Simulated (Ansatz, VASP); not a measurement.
# Ge: VASP beside Ansatz

Wanted: the spread between two codes on one cell, functional and k mesh. The cell is taken from a series of runs on this material, whose earlier steps may have relaxed, scaled, displaced or heated it; both programs get it as it stands.

Main program and level: Ansatz 0.2.0; plane waves, with VASP 6.6.1 beside it; relaxation of cell and atoms at PBEsol.

### Step 1. Set-up

It takes space group Fd-3m (No. 227, cubic). The conventional cell has a = 5.657 Å, b = 5.657 Å, c = 5.657 Å, α = 90.00°, β = 90.00°, γ = 90.00°. Ge has 4 Ge at 2.45 Å nearest.

### Step 2. Ansatz: relaxation of cell and atoms, PBEsol

Ansatz runs on its PAW soft_1 files.

The relaxed volume is the usual yardstick between codes: in a stiff, nearly cubic crystal its relative difference is about their pressure difference at one cell divided by the bulk modulus.

Contents of input.yaml:

```yaml
crystal:
  lattice:
    - [0.0, 2.82842712, 2.82842712]
    - [2.82842712, 0.0, 2.82842712]
    - [2.82842712, 2.82842712, 0.0]
  atoms:
    - { symbol: Ge, position: [0.75, 0.75, 0.75] }
    - { symbol: Ge, position: [0.5, 0.5, 0.5] }
kpoints:
  mp_grid: { grid: [10, 10, 10] }
scf:
  occupations: { method: fermi_dirac, width: 0.02 }
hamiltonian:
  xc: pbesol
  pseudopotentials: { kind: paw, azcp: { folder: soft_1 }, xc_functional: pbe }
basis:
  ecutwfc: 600
output:
  forces: true
  stress: true
relax:
  f_tol: 0.005
  max_steps: 70
  cell: { stress_tol: 0.02, p_target: 0 }
```

Command:

```
$ ansatz run input.yaml --threads 4 --pin off --max-ram 10240MiB --backend cpu --events-out ev --progress --plain --runs-dir out
```

Numbers of over 12 decimals in the logs are rounded to 6 here.

Output:

```text
Engine: ansatz 0.2.0, aarch64-unknown-linux-gnu
Pseudopotentials: kind: paw
Pseudopotential: Ge, paw, valence charge 14, recommended cutoff 420 eV (normal), soft_1/Ge.paw.azcp
Functional definition: PBEsol
  exchange = pbesol_x
  correlation = pbesol_c
Crystal: 2 atoms, lattice volume = 45.255 Å³
Basis set: ecut = 600 eV, 1459 PW (Γ), exchange–correlation on 64×64×64 points (8 copies of the dense FFT grid, shifted against one another)
Bands: 18, of which v1, the nominal top of the filled ones, is band 14 counted from 1 (13 counted from 0)
Symmetry: 48 space group operations
Space group: Fd-3m (ITA 227), of the structure as read, at distance tolerance 3.6e-5 Å
k-points: 47 of 1000
Non-local potential: Ge, projectors of the file, l = 0: 2, l = 1: 2, l = 2: 3, l = 3: 1
PAW form: soft (Blöchl's): semilocal exchange-correlation on the pseudo side does not see the compensation charge
PAW frozen core: Ge, regenerated for the run's functional, and the local potential with it (the file was generated under x = pbe(κ = 0.804, μ = 0.219515), c = pbe(β = 0.066725))
PAW one-centre angular grid: Ge, 590 points (default); XC on 64 Gauss nodes
Initial density: superposition of atomic densities (chi_scale 0.1, normalization cell)
Initial wavefunctions: pseudopotential atomic-orbital guess
Functional: x = pbesol(κ = 0.804, μ = 0.123457), c = pbesol(β = 0.046)
SCF iter   1: F=—  HF=-8507.075481 eV  |F-HF|=—  |Δ(HF+E_count)|=         —  Δρ=3.53e-2  dr2=4.50e-1  ethr=3.10e-3  ⟨swp⟩=6.0  Hψ=3957  notcnv=0
preconditioner: auto → none  [insulator: Δε(μ)=0.208 eV  Ē_g=23.288 eV  σ=0.020 eV  W_gap=0.68  n_scr=14 (ndim 8)  ℏωp=29.2 eV  f_vac=0.000  D(μ)=0.07/eV (n_scr^D=0)  ε∞_Penn≈2.6]
SCF iter   2: F=—  HF=-8507.010981 eV  |F-HF|=—  |Δ(HF+E_count)|=   6.45e-2  Δρ=1.69e-2  dr2=8.53e-2  ethr=1.61e-3  ⟨swp⟩=2.0  Hψ=1384  notcnv=0
SCF iter   3: F=—  HF=-8507.004321 eV  |F-HF|=—  |Δ(HF+E_count)|=   6.66e-3  Δρ=1.60e-3  dr2=3.03e-4  ethr=3.05e-4  ⟨swp⟩=2.6  Hψ=1210  notcnv=0
SCF iter   4: F=—  HF=-8507.004475 eV  |F-HF|=—  |Δ(HF+E_count)|=   1.55e-4  Δρ=2.02e-4  dr2=1.31e-5  ethr=1.08e-6  ⟨swp⟩=2.0  Hψ=1419  notcnv=0
SCF iter   5: F=—  HF=-8507.004456 eV  |F-HF|=—  |Δ(HF+E_count)|=   1.93e-5  Δρ=1.26e-4  dr2=5.10e-6  ethr=4.69e-8  ⟨swp⟩=2.0  Hψ=1507  notcnv=0
SCF iter   6: F=—  HF=-8507.004450 eV  |F-HF|=—  |Δ(HF+E_count)|=   6.66e-6  Δρ=4.95e-5  dr2=7.72e-7  ethr=1.82e-8  ⟨swp⟩=2.0  Hψ=1499  notcnv=0
SCF iter   7: F=-8507.004448 eV  HF=-8507.004448 eV  |F-HF|=8.72e-8  |Δ(HF+E_count)|=   1.11e-6  Δρ=9.53e-6  dr2=2.65e-8  ethr=3.57e-10  ⟨swp⟩=3.0  Hψ=3305  notcnv=0
SCF 1 converged in 7 iterations: F = -8507.004448 eV  dr2 = 2.65e-8
  greatest PAW one-centre occupation: 0.998 electrons in one spin orbital (limit 2), on the Ge atom at site 1 (counted from 0), in its partial waves of l = 2
relax step   1: F+E_penalty+E_count = -8507.00444837 eV  Δ(F+E_penalty+E_count) = +0.000e0 eV  max|allowed force component| = 4.626e-18 eV/Å  Δτ_max = 0.0000 Å  P = +0.679 GPa  Ω = 45.255 Å³  (7 SCF iters, dr2 threshold 1.00e-7 eV, accepted)
[...]
relax step   2: F+E_penalty+E_count = -8507.00536290 eV  Δ(F+E_penalty+E_count) = -9.145e-4 eV  max|allowed force component| = 2.255e-17 eV/Å  Δτ_max = 0.0000 Å  P = +0.131 GPa  Ω = 45.618 Å³  energy of the carried Pulay correction = -3.808e-6 eV  (4 SCF iters, dr2 threshold 2.00e-7 eV, accepted)
[...]
relax step   3: F+E_penalty+E_count = -8507.00539817 eV  Δ(F+E_penalty+E_count) = -3.527e-5 eV  max|allowed force component| = 1.388e-17 eV/Å  Δτ_max = 0.0000 Å  P = +0.001 GPa  Ω = 45.706 Å³  energy of the carried Pulay correction = -4.723e-6 eV  (3 SCF iters, dr2 threshold 4.29e-8 eV, accepted)
[...]
relax step   4: F+E_penalty+E_count = -8507.00540288 eV  Δ(F+E_penalty+E_count) = -4.711e-6 eV  max|allowed force component| = 3.701e-17 eV/Å  Δτ_max = 0.0000 Å  P = +0.001 GPa  Ω = 45.706 Å³  stress off target by 8.42e-4 GPa  SCF on the basis re-selected at this cell (its energy is not comparable with the rows above)  (5 SCF iters)
basis re-selected at this cell: Δ(F+E_penalty+E_count) = -4.711e-6 eV, ΔP = +0.000 GPa vs the last step (what re-selecting the basis moved, of the pressure what is left beyond the Pulay correction that the steps carried, after the strain that the cell walked since its last selection, with what the two solves' SCF thresholds leave and, on support functions, any second-order correction that the steps lacked; it is no measure of the basis error at this ecutwfc). The dense FFT grid was sized anew with the basis: this SCF ran on 36×36×36 points, the steps before it on 32×32×32, so part of this shift can come from that change (see relax.cell in the input reference). [rest of the remark cut]
SCF converged after 5 iterations
Free energy (F): -8507.005403 eV
Harris-Foulkes:  -8507.005403 eV  (|F-HF|=0.00e0)
Internal energy: -8507.005307 eV  (E = F + TS)
E sigma→0 (E₀):  -8507.005355 eV
Entropy (-TS):   -0.000096 eV (-0.048 meV/atom)
Fermi energy:    8.297477 eV
--- Per-component energies (eV) ---
  E_band       = -306.749542
  E_kinetic    = 185.580743
  E_local      = -4517.762976  (includes V_loc(G=0)·N_el)
  E_nonlocal   = 438.921896
  E_hartree    = 2150.177969
  E_xc         = -142.125898
  E_vxc        = -130.242172  (∫ρ·V_xc dr)
  E_paw        = -3944.909945  (= ΣΔE_a)
  E_vpaw       = -583.602964  (= ΣTr[D̂ρ^β])
  E_aug_tail   = 0.000002  (compensation charges beyond the density's cutoff)
  E_ewald      = -2678.722973
  E_core_change = 1.835876  (= ΣΔE_core)
  E_smearing   = -0.000096  (= −TS)
  E_closure    = -0.000000  (closes the sum)
  Σ components = -8507.005403   (vs F -8507.005403, Δ=0.00e0)
--- Forces (eV/Å), atoms counted from 1 ---
  atom   1  Ge     0.00000000    -0.00000000     0.00000000
  atom   2  Ge    -0.00000000    -0.00000000    -0.00000000
  max |Σ_I F_I| component: 3.82e-17 eV/Å
--- Stress (GPa, compression-positive) ---
        0.000842      -0.000000      -0.000000
       -0.000000       0.000842      -0.000000
       -0.000000      -0.000000       0.000842
  P = ⅓ Tr σ = 0.0008 GPa (0.008 kbar)
--- Relaxed structure (3 steps of the walk, 3 accepted, 1 SCFs on fresh bases) ---
  F+E_penalty+E_count = -8507.00540288 eV   max|allowed force component| = 3.701e-17 eV/Å   (the final SCF, on the basis selected at the relaxed cell)
  cell:  # Å, volume = 45.7059 Å³
    - [0, 2.837793, 2.837793]
    - [2.837793, 0, 2.837793]
    - [2.837793, 2.837793, 0]
  atoms:
    - { symbol: Ge, position: [0.750000, 0.750000, 0.750000] }
    - { symbol: Ge, position: [0.5, 0.5, 0.5] }
```

### Step 3. VASP: relaxation of cell and atoms, PBEsol

The same cell, functional, mesh and smearing now go to VASP, with its own data sets.

Lines of VASP's logs that name or quote its potential files are left out, and so is its time.

Contents of INCAR:

```
SYSTEM = Ge
PREC = Accurate
ENCUT = 500
EDIFF = 1E-07
NELM = 120
ISMEAR = -1
SIGMA = 0.02
LREAL = .FALSE.
ALGO = Normal
GGA = PS
NBANDS = 20
LORBIT = 11
LWAVE = .FALSE.
LCHARG = .FALSE.
ISIF = 3
IBRION = 2
NSW = 80
EDIFFG = -0.005
LASPH = .TRUE.
GGA_COMPAT = .FALSE.
NELMIN = 4
KPAR = 2
```

Contents of POSCAR:

```
Ge
1.0
    0.0000000000      2.8284271200      2.8284271200
    2.8284271200      0.0000000000      2.8284271200
    2.8284271200      2.8284271200      0.0000000000
Ge
2
Direct
    0.7500000000      0.7500000000      0.7500000000
    0.5000000000      0.5000000000      0.5000000000
```

Contents of KPOINTS:

```
Automatic mesh
0
Gamma
10 10 10
0 0 0
```

PAW data sets: Ge_d (PBE family, release 64).

Command:

```
$ mpirun -np 2 vasp_std
```

Output:

```text
[banner, memory and clock lines left out]
running    2 mpi-ranks, on    1 nodes
 distrk:  each k-point on    1 cores,    2 groups
 distr:  one band on    1 cores,    1 groups

 POSCAR found type information on POSCAR Ge
 POSCAR found :  1 types and       2 ions
|                                                                             |
|               ----> ADVICE to this user running VASP <----                  |
|                                                                             |
|     You enforced a specific xc type in the INCAR file but a different       |
|     [... a line on the potential file left out ...]
|     I HOPE YOU KNOW WHAT YOU ARE DOING!                                     |
|                                                                             |

 LDA part: xc-table for (Slater+PW92), standard interpolation
 POSCAR, INCAR and KPOINTS ok, starting setup
 FFT: planning ... GRIDC
 FFT: planning ... GRID_SOFT
 FFT: planning ... GRID
 WAVECAR not read
 entering main loop
       N       E                     dE             d eps       ncg     rms          rms(c)
DAV:   1     0.183708066806E+03    0.18371E+03   -0.14560E+04  2040   0.376E+03
DAV:   2     0.159581582393E+02   -0.16775E+03   -0.16334E+03  1880   0.600E+02
DAV:   3    -0.921907457065E+01   -0.25177E+02   -0.25022E+02  2128   0.145E+02
DAV:   4    -0.100098218977E+02   -0.79075E+00   -0.79028E+00  2104   0.302E+01
DAV:   5    -0.100229235531E+02   -0.13102E-01   -0.13101E-01  2120   0.427E+00    0.327E+00
DAV:   6    -0.991877599463E+01    0.10415E+00   -0.37026E-02  2464   0.238E+00    0.186E+00
DAV:   7    -0.986903518734E+01    0.49741E-01   -0.61187E-02  1980   0.254E+00    0.157E-01
DAV:   8    -0.987006612194E+01   -0.10309E-02   -0.70668E-03  2132   0.121E+00    0.515E-02
DAV:   9    -0.987016976804E+01   -0.10365E-03   -0.23927E-04  2164   0.221E-01    0.110E-02
DAV:  10    -0.987018393344E+01   -0.14165E-04   -0.20099E-05  2420   0.386E-02    0.552E-03
DAV:  11    -0.987018505115E+01   -0.11177E-05   -0.48240E-06  2504   0.353E-02    0.139E-03
DAV:  12    -0.987018463420E+01    0.41695E-06   -0.86204E-07  2492   0.184E-02    0.281E-04
DAV:  13    -0.987018461043E+01    0.23771E-07   -0.16740E-08  1276   0.136E-03
   1 F= -.98701846E+01 E0= -.98701362E+01  d E =-.987018E+01
 curvature:   0.00 expect dE= 0.000E+00 dE for cont linesearch  0.000E+00
 trial: gam= 0.00000 g(F)=  0.151E-45 g(S)=  0.157E-02 ort = 0.000E+00 (trialstep = 0.100E+01)
 search vector abs. value=  0.157E-02
 bond charge predicted
       N       E                     dE             d eps       ncg     rms          rms(c)
DAV:   1    -0.990560615848E+01   -0.35422E-01   -0.47358E-01  2580   0.136E+01    0.110E+00
DAV:   2    -0.987957838467E+01    0.26028E-01   -0.33595E-02  2448   0.358E+00    0.546E-01
DAV:   3    -0.987130416022E+01    0.82742E-02   -0.13218E-02  2516   0.197E+00    0.127E-01
DAV:   4    -0.987070496130E+01    0.59920E-03   -0.15722E-03  2404   0.767E-01    0.277E-02
DAV:   5    -0.987069587231E+01    0.90890E-05   -0.10506E-04  2348   0.191E-01    0.199E-02
DAV:   6    -0.987069458288E+01    0.12894E-05   -0.67418E-06  2436   0.467E-02    0.106E-03
DAV:   7    -0.987069444484E+01    0.13804E-06   -0.40598E-07  1884   0.989E-03    0.339E-04
DAV:   8    -0.987069446757E+01   -0.22730E-07   -0.47085E-08  1288   0.395E-03
   2 F= -.98706945E+01 E0= -.98706472E+01  d E =-.509857E-03
 trial-energy change:   -0.000510  1 .order   -0.000475   -0.001573    0.000623
 step:   0.7348(harm=  0.7162)  dis= 0.00000  next Energy=    -9.870776 (dE=-0.592E-03)
 bond charge predicted
       N       E                     dE             d eps       ncg     rms          rms(c)
DAV:   1    -0.987322907397E+01   -0.25346E-02   -0.32739E-02  2576   0.349E+00    0.292E-01
DAV:   2    -0.987139030692E+01    0.18388E-02   -0.23941E-03  2452   0.968E-01    0.145E-01
DAV:   3    -0.987081456185E+01    0.57575E-03   -0.89764E-04  2512   0.515E-01    0.346E-02
DAV:   4    -0.987077702475E+01    0.37537E-04   -0.10744E-04  2440   0.200E-01    0.730E-03
DAV:   5    -0.987077591948E+01    0.11053E-05   -0.69079E-06  2160   0.491E-02    0.507E-03
DAV:   6    -0.987077619658E+01   -0.27710E-06   -0.38290E-07  1956   0.109E-02    0.296E-04
DAV:   7    -0.987077624217E+01   -0.45592E-07   -0.28349E-08  1104   0.264E-03
   3 F= -.98707762E+01 E0= -.98707304E+01  d E =-.591632E-03
 curvature:  -0.36 expect dE=-0.110E-05 dE for cont linesearch -0.110E-05
 trial: gam= 0.00000 g(F)=  0.147E-45 g(S)=  0.308E-05 ort =-0.697E-04 (trialstep = 0.947E+00)
 search vector abs. value=  0.308E-05
 reached required accuracy - stopping structural energy minimisation
```

OUTCAR, selected parts (step 3):

```text
ion  position               nearest neighbor table
   1  0.750  0.750  0.750-   2 2.45   2 2.45   2 2.45   2 2.45
   2  0.500  0.500  0.500-   1 2.45   1 2.45   1 2.45   1 2.45

  LATTYP: Found a face centered cubic cell.
 ALAT       =     5.6568542400

 Subroutine GETGRP returns: Found 48 space group operations
 (whereof 24 operations were pure point group operations)

The static configuration has the point symmetry T_d .
 The point group associated with its full space group is O_h .

 Found     47 irreducible k-points:

   k-points           NKPTS =     47   k-points in BZ     NKDIM =     47   number of bands    NBANDS=     20

   dimension x,y,z NGX =    30 NGY =   30 NGZ =   30
   dimension x,y,z NGXF=    60 NGYF=   60 NGZF=   60

   ENCUT  =  500.0 eV  36.75 Ry    6.06 a.u.   7.29  7.29  7.29*2*pi/ulx,y,z

   NELECT =      28.0000    total number of electrons

 k-points in reciprocal lattice and weights: Automatic mesh
   0.00000000  0.00000000  0.00000000       0.001
   0.10000000  0.00000000  0.00000000       0.008
   0.20000000  0.00000000  0.00000000       0.008
   0.30000000  0.00000000  0.00000000       0.008
   0.40000000  0.00000000  0.00000000       0.008
   0.50000000  0.00000000  0.00000000       0.004
   0.10000000  0.10000000  0.00000000       0.006
   0.20000000  0.10000000  0.00000000       0.024
   0.30000000  0.10000000  0.00000000       0.024
[...]
-0.30000000  0.40000000  0.20000000       0.024
  -0.30000000  0.50000000  0.20000000       0.012

 average (electrostatic) potential at core
       1 -74.2274       2 -74.2274

 E-fermi :   4.8036

 k-point     1 :       0.0000    0.0000    0.0000
  band No.  band energies     occupation
    ...
     11      -7.9500      2.00000
     12       4.7179      1.97285
     13       4.7909      1.30840
     14       4.7909      1.30840
     15       4.7909      1.30838
     16       7.3197      0.00000
     17       7.3197      0.00000
     18       7.3197      0.00000
     19      10.9929      0.00000
     20      14.2512      0.00000

 k-point     2 :       0.1000    0.0000    0.0000
  band No.  band energies     occupation
    ...
     10     -19.6974      2.00000
     11      -7.8285      2.00000
     12       2.8973      2.00000
     13       4.5613      1.99999
     14       4.5613      1.99999
     15       5.7465      0.00000
     16       7.6266      0.00000
     17       7.6266      0.00000
     18       7.8816      0.00000
     19      11.6428      0.00000
    ...

 k-point     3 :       0.2000    0.0000    0.0000
  band No.  band energies     occupation
    ...
     10     -19.6883      2.00000
     11      -7.4708      2.00000
     12       0.9716      2.00000
     13       4.1220      2.00000
     14       4.1220      2.00000
     15       5.5674      0.00000
     16       8.1866      0.00000
     17       8.1866      0.00000
     18       9.4396      0.00000
     19      12.6426      0.00000
    ...

  Total       -0.0065285     -0.0065285     -0.0065285      0.0000000      0.0000000      0.0000000
  in kB       -0.2293274     -0.2293274     -0.2293274      0.0000000      0.0000000      0.0000000
  external PRESSURE =      -0.2293274 kB  Pullay stress =       0.0000000 kB

  energy-cutoff  :      500.00
  volume of cell :       45.61
      direct lattice vectors                 reciprocal lattice vectors
     0.000000000  2.835819148  2.835819148    -0.176315898  0.176315898  0.176315898
     2.835819148  0.000000000  2.835819148     0.176315898 -0.176315898  0.176315898
     2.835819148  2.835819148  0.000000000     0.176315898  0.176315898 -0.176315898

 POSITION                                       TOTAL-FORCE (eV/Angst)
 -----------------------------------------------------------------------------------
      4.25373      4.25373      4.25373         0.000000      0.000000      0.000000
      2.83582      2.83582      2.83582        -0.000000     -0.000000     -0.000000
 -----------------------------------------------------------------------------------
    total drift:                                0.000000     -0.000000     -0.000000

  FREE ENERGIE OF THE ION-ELECTRON SYSTEM (eV)
  ---------------------------------------------------
  free  energy   TOTEN  =        -9.8707762422 eV

  energy  without entropy=       -9.8706846539  energy(sigma->0) =       -9.87073045

 reached required accuracy - stopping structural energy minimisation

 total charge
# of ion       s       p       d       tot
------------------------------------------
    1        1.129   1.251  10.023  12.403
    2        1.129   1.251  10.023  12.403
--------------------------------------------------
tot          2.258   2.502  20.046  24.807

[... 3 further parts left out ...]
```

### Step 4. Side by side

Known differences besides the potentials themselves: the cutoff is 600 eV in Ansatz and 500 eV in VASP; Ansatz makes its cores anew for this functional, VASP keeps those of its PBE data sets; Ansatz adds a Pulay correction to the stress that steers its cell, VASP none. Total energies have different zeros and are not compared.

Compared:

| quantity | Ansatz | VASP | difference |
| --- | --- | --- | --- |
| volume (Å³) | 45.71 | 45.61 | +0.21 % |
| edge a after relaxation, in the typed setting (Å) | 4.013 | 4.011 | +0.07 % |

### Step 5. What came out

- difference in volume (relaxation of cell and atoms, PBEsol): 0.21 %

The difference in volume is 0.21 % (relaxation of cell and atoms, PBEsol), within the 1.2 % picked in this series as the mark of a large difference, as far as the stopping tolerances let one tell. How closely two codes agree says nothing of how well the functional describes the real material.

[Lines on the potential files, build, host, timing and source positions are cut from VASP's logs without a mark.]

[Logs are printed without paths, hosts, clocks, repeated set-up lines and the standing remarks that a program may print on its own settings, such as how far it seeks lower states.]

[Hosts, paths, dates, database ids (printed as entryN), source tags and the programs' standing remarks are cut or masked in the printed files.]
